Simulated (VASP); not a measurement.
Computed with r2SCAN meta-GGA, VASP's PBE PAW potentials (set 64) (plane waves; VASP).

The input files of a VASP run:

**POSCAR**
```
MoTe2
1
    1.7797257672    -3.0825750176    -0.0000000000
    1.7797257672     3.0825750176     0.0000000000
    0.0000000000    -0.0000000000    14.8096925326
Te Mo
4 2
Direct
  0.3333330000   0.6666670000   0.8710580545
  0.6666670000   0.3333330000   0.3710580545
  0.6666670000   0.3333330000   0.1289419455
  0.3333330000   0.6666670000   0.6289419455
  0.3333330000   0.6666670000   0.2500000000
  0.6666670000   0.3333330000   0.7500000000
```

### KPOINTS
```
Automatic mesh
0
Gamma
7 7 2
0 0 0
```

INCAR:
```
ALGO=Normal
EDIFF=1E-6
EDIFFG=-0.02
ENCUT=520
IBRION=2
ISIF=3
ISMEAR=0
LASPH=.TRUE.
LCHARG=.FALSE.
LMAXMIX=4
LMIXTAU=.TRUE.
LREAL=.FALSE.
LWAVE=.FALSE.
METAGGA=R2SCAN
NELM=100
NSW=60
PREC=Accurate
SIGMA=0.05
SYSTEM=MoTe2
```

POTCAR, in this order: Te Mo_sv (PBE.64 set). Program: vasp_std.

Output of the run:

OUTCAR:
```
 ion  position               nearest neighbor table
   1  0.333  0.667  0.871-   6 2.73   6 2.73   6 2.73   4 3.59
   2  0.667  0.333  0.371-   5 2.73   5 2.73   5 2.73   3 3.59
   3  0.667  0.333  0.129-   5 2.73   5 2.73   5 2.73   2 3.59
   4  0.333  0.667  0.629-   6 2.73   6 2.73   6 2.73   1 3.59
   5  0.333  0.667  0.250-   2 2.73   3 2.73   2 2.73   3 2.73   2 2.73   3 2.73
   6  0.667  0.333  0.750-   1 2.73   4 2.73   1 2.73   4 2.73   1 2.73   4 2.73
  LATTYP: Found a hexagonal cell.
 ALAT       =     3.5594511579
 C/A-ratio  =     4.1606674388
 Subroutine PRICEL returns:
 Original cell was already a primitive cell.
 Subroutine GETGRP returns: Found 24 space group operations
The static configuration has the point symmetry D_3d.
 The point group associated with its full space group is D_6h.
The dynamic configuration has the point symmetry D_3d.
 Subroutine INISYM returns: Found 24 space group operations
 Subroutine IBZKPT returns following result:
 Found     16 irreducible k-points:

 Following reciprocal coordinates:
            Coordinates               Weight
  0.000000  0.000000  0.000000      1.000000
  0.142857  0.000000  0.000000      6.000000
  0.285714  0.000000  0.000000      6.000000
  0.428571  0.000000  0.000000      6.000000
  0.142857  0.142857  0.000000      6.000000
  0.285714  0.142857  0.000000     12.000000
  0.428571  0.142857  0.000000      6.000000
  0.285714  0.285714  0.000000      6.000000
  0.000000  0.000000  0.500000      1.000000
  0.142857  0.000000  0.500000      6.000000
  0.285714  0.000000  0.500000      6.000000
  0.428571  0.000000  0.500000      6.000000
  0.142857  0.142857  0.500000      6.000000
  0.285714  0.142857  0.500000     12.000000
  0.428571  0.142857  0.500000      6.000000
  0.285714  0.285714  0.500000      6.000000
   k-points           NKPTS =     16   k-points in BZ     NKDIM =     16   number of bands    NBANDS=     31
   number of dos      NEDOS =    301   number of ions     NIONS =      6
...
```

OSZICAR:
```
       N       E                     dE             d eps       ncg     rms          rms(c)
DAV:   1     0.288277837391E+03    0.28828E+03   -0.27995E+04  1160   0.154E+03
DAV:   2    -0.146589733949E+03   -0.43487E+03   -0.42573E+03  1252   0.355E+02
DAV:   3    -0.170876767154E+03   -0.24287E+02   -0.23789E+02  1251   0.709E+01
DAV:   4    -0.171548840496E+03   -0.67207E+00   -0.66900E+00  1244   0.114E+01
DAV:   5    -0.171568984695E+03   -0.20144E-01   -0.20137E-01  1328   0.202E+00    0.236E+01
DAV:   6    -0.164200683990E+03    0.73683E+01   -0.97030E+00  1125   0.233E+01    0.852E+00
DAV:   7    -0.160465846476E+03    0.37348E+01   -0.40831E+00  1215   0.927E+00    0.474E+00
DAV:   8    -0.158955234245E+03    0.15106E+01   -0.21905E+00  1264   0.756E+00    0.429E+00
DAV:   9    -0.157760786649E+03    0.11944E+01   -0.24563E-01  1155   0.325E+00    0.197E+00
DAV:  10    -0.156974958974E+03    0.78583E+00   -0.46200E-01  1310   0.466E+00    0.530E-01
DAV:  11    -0.156184188103E+03    0.79077E+00   -0.10376E-01  1083   0.219E+00    0.574E-01
DAV:  12    -0.156119239941E+03    0.64948E-01   -0.29773E-03  1218   0.376E-01    0.325E-01
DAV:  13    -0.155508371573E+03    0.61087E+00   -0.16695E-01  1076   0.238E+00    0.200E-01
DAV:  14    -0.155481308920E+03    0.27063E-01   -0.34027E-03  1246   0.294E-01    0.235E-01
DAV:  15    -0.155373635695E+03    0.10767E+00   -0.24466E-02  1013   0.942E-01    0.300E-01
DAV:  16    -0.155555738292E+03   -0.18210E+00   -0.16346E-01  1000   0.241E+00    0.470E-01
DAV:  17    -0.155533800018E+03    0.21938E-01   -0.45957E-03  1241   0.391E-01    0.331E-01
DAV:  18    -0.155590639942E+03   -0.56840E-01   -0.66427E-03   999   0.550E-01    0.427E-01
DAV:  19    -0.155614052253E+03   -0.23412E-01   -0.21492E-03  1092   0.334E-01    0.424E-01
DAV:  20    -0.155600679050E+03    0.13373E-01   -0.69378E-03  1226   0.386E-01    0.449E-01
DAV:  21    -0.155598884755E+03    0.17943E-02   -0.61413E-03  1015   0.561E-01    0.372E-01
DAV:  22    -0.155653257301E+03   -0.54373E-01   -0.22157E-02  1016   0.977E-01    0.225E-01
DAV:  23    -0.155654867751E+03   -0.16104E-02   -0.46626E-03  1298   0.337E-01    0.455E-01
DAV:  24    -0.155658760867E+03   -0.38931E-02   -0.39638E-03  1224   0.340E-01    0.810E-01
DAV:  25    -0.155660280770E+03   -0.15199E-02   -0.17911E-03  1163   0.191E-01    0.993E-01
DAV:  26    -0.155665984456E+03   -0.57037E-02   -0.63626E-03  1193   0.448E-01    0.103E+00
DAV:  27    -0.155665163731E+03    0.82073E-03   -0.16680E-03  1275   0.201E-01    0.600E-01
DAV:  28    -0.155665548276E+03   -0.38455E-03   -0.84266E-04  1021   0.188E-01    0.415E-01
DAV:  29    -0.155665265575E+03    0.28270E-03   -0.42055E-04  1238   0.123E-01    0.257E-01
DAV:  30    -0.155664882516E+03    0.38306E-03   -0.56619E-04  1106   0.121E-01    0.179E-01
DAV:  31    -0.155664871224E+03    0.11292E-04   -0.12587E-04  1174   0.591E-02    0.153E-01
DAV:  32    -0.155665200682E+03   -0.32946E-03   -0.20346E-04  1038   0.914E-02    0.124E-01
DAV:  33    -0.155665331987E+03   -0.13130E-03   -0.20173E-04  1126   0.954E-02    0.772E-02
DAV:  34    -0.155665324020E+03    0.79671E-05   -0.47025E-05  1008   0.427E-02    0.652E-02
DAV:  35    -0.155665365157E+03   -0.41137E-04   -0.66738E-05   950   0.588E-02    0.342E-02
DAV:  36    -0.155665359396E+03    0.57604E-05   -0.38507E-05   992   0.330E-02    0.185E-02
DAV:  37    -0.155665358671E+03    0.72507E-06   -0.22103E-05  1102   0.232E-02    0.882E-03
DAV:  38    -0.155665360715E+03   -0.20442E-05   -0.26784E-06   958   0.975E-03    0.968E-03
DAV:  39    -0.155665360754E+03   -0.38498E-07   -0.82562E-08   566   0.207E-03
   1 F= -.15566536E+03 E0= -.15566536E+03  d E =-.155665E+03
       N       E                     dE             d eps       ncg     rms          rms(c)
DAV:   1    -0.155667936941E+03   -0.25762E-02   -0.89992E-02   999   0.215E+00    0.429E-01
DAV:   2    -0.155665951047E+03    0.19859E-02   -0.91502E-03  1127   0.598E-01    0.118E-01
DAV:   3    -0.155665560368E+03    0.39068E-03   -0.26525E-03  1224   0.213E-01    0.123E-01
DAV:   4    -0.155665531927E+03    0.28440E-04   -0.45237E-04  1206   0.110E-01    0.387E-02
DAV:   5    -0.155665533005E+03   -0.10773E-05   -0.15256E-04  1112   0.729E-02    0.379E-02
DAV:   6    -0.155665604637E+03   -0.71633E-04   -0.60501E-05  1166   0.497E-02    0.758E-03
DAV:   7    -0.155665612078E+03   -0.74402E-05   -0.12784E-05  1023   0.202E-02    0.564E-03
DAV:   8    -0.155665617765E+03   -0.56880E-05   -0.30252E-06   827   0.118E-02    0.444E-03
DAV:   9    -0.155665622180E+03   -0.44146E-05   -0.35836E-06   861   0.129E-02    0.130E-03
DAV:  10    -0.155665622609E+03   -0.42870E-06   -0.19975E-07   538   0.282E-03
   2 F= -.15566562E+03 E0= -.15566562E+03  d E =-.261855E-03
```

File OUTCAR:
```
------------------------ aborting loop because EDIFF is reached ----------------------------------------
  FORCE on cell =-STRESS in cart. coord.  units (eV):
  Direction    XX          YY          ZZ          XY          YZ          ZX
  --------------------------------------------------------------------------------------
  Total       -0.0354273     -0.0354273     -0.1092848      0.0000000      0.0000000      0.0000000
  in kB       -0.3486520     -0.3486519     -1.0755096      0.0000000      0.0000000      0.0000000
  external PRESSURE =      -0.5909378 kB  Pullay stress =       0.0000000 kB
  volume of cell :      162.80
      direct lattice vectors                 reciprocal lattice vectors
     1.782111957 -3.086708017  0.000000000     0.280565987 -0.161984871  0.000000000
     1.782111957  3.086708017 -0.000000000     0.280565987  0.161984871 -0.000000000
    -0.000000000  0.000000000 14.797743594    -0.000000000  0.000000000  0.067577870
 POSITION                                       TOTAL-FORCE (eV/Angst)
 -----------------------------------------------------------------------------------
      1.78211      1.02890     12.88986        -0.000000     -0.000000     -0.001867
      1.78211     -1.02890      5.49098         0.000000      0.000000     -0.001867
      1.78211     -1.02890      1.90789        -0.000000      0.000000      0.001867
      1.78211      1.02890      9.30676        -0.000000     -0.000000      0.001867
      1.78211      1.02890      3.69944        -0.000000     -0.000000      0.000000
      1.78211     -1.02890     11.09831         0.000000      0.000000      0.000000
 -----------------------------------------------------------------------------------
    total drift:                               -0.000267      0.001649     -0.000026
  FREE ENERGIE OF THE ION-ELECTRON SYSTEM (eV)
  ---------------------------------------------------
  free  energy   TOTEN  =      -155.6656226089 eV

  energy  without entropy=     -155.6656226089  energy(sigma->0) =     -155.66562261

 reached required accuracy - stopping structural energy minimisation
```
(Selected blocks of OUTCAR.)

File CONTCAR:
```
MoTe2
   1.00000000000000
     1.7821119565780892   -3.0867080170907233    0.0000000000000000
     1.7821119565780892    3.0867080170907233   -0.0000000000000000
    -0.0000000000000000    0.0000000000000000   14.7977435942368949
  Te              Mo
     4     2
Direct
     0.3333330000000032    0.6666669999999968    0.8710690551218430
     0.6666669999999968    0.3333330000000032    0.3710690551218430
     0.6666669999999968    0.3333330000000032    0.1289309448781570
     0.3333330000000032    0.6666669999999968    0.6289309448781570
     0.3333330000000032    0.6666669999999968    0.2500000000000000
     0.6666669999999968    0.3333330000000032    0.7500000000000000
```

The compound is MoTe2 in the 2H layered structure. This run relaxes it. Symmetry was kept, so distortions that lower it aren't found. The start is the result of an earlier pass.
